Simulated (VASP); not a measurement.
Computed with PBEsol GGA with spin-orbit coupling, VASP's PBE PAW potentials (set 64) (plane waves; VASP).

VASP ran on this input.

INCAR:
```
ALGO = Normal
EDIFF = 1E-6
ENCUT = 400
GGA = PS
GGA_COMPAT = F
ISMEAR = 0
LASPH = T
LCHARG = F
LMAXMIX = 4
LREAL = F
LSORBIT = T
LWAVE = F
MAGMOM = 0 0 0 0 0 0
NELM = 100
PREC = Accurate
SIGMA = 0.05
SYSTEM = TiAl
```

POSCAR:
```
TiAl
1
    3.1532275355    -0.0000000000     0.0000000000
    0.0000000000     3.1532275355     0.0000000000
   -0.0000000000    -0.0000000000     3.1532275355
Al Ti
1 1
Direct
  0.0000000000   0.0000000000   0.0000000000
  0.5000000000   0.5000000000   0.5000000000
```

KPOINTS_OPT:
```
k-points along high-symmetry lines
8
Line-mode
Reciprocal
  0.000000   0.000000   0.000000 ! GAMMA
  0.000000   0.500000   0.000000 ! X

  0.000000   0.500000   0.000000 ! X
  0.500000   0.500000   0.000000 ! M

  0.500000   0.500000   0.000000 ! M
  0.000000   0.000000   0.000000 ! GAMMA

  0.000000   0.000000   0.000000 ! GAMMA
  0.500000   0.500000   0.500000 ! R

  0.500000   0.500000   0.500000 ! R
  0.000000   0.500000   0.000000 ! X

  0.500000   0.500000   0.500000 ! R
  0.500000   0.500000   0.000000 ! M
```

KPOINTS:
```
Automatic mesh
0
Gamma
10 10 10
0 0 0
```

POTCAR, in this order: Al Ti_sv (PBE.64 set). Program: vasp_ncl.

What will the output report for the number of irreducible k-points (NKPTS), number of bands (NBANDS), largest plane-wave count, number of space-group operations, FFT grid (NGX, NGY, NGZ)?

The number of irreducible k-points (NKPTS) is 56, the number of bands (NBANDS) is 22 and the largest plane-wave count comes out as 1174. The number of space-group operations is 48. The FFT grid (NGX, NGY, NGZ) comes out as 24 × 24 × 24.

The structure was generated: TiAl was put into the CsCl type (Pm-3m), which need not be its known phase. It was relaxed first, which changed the volume by -13 %.
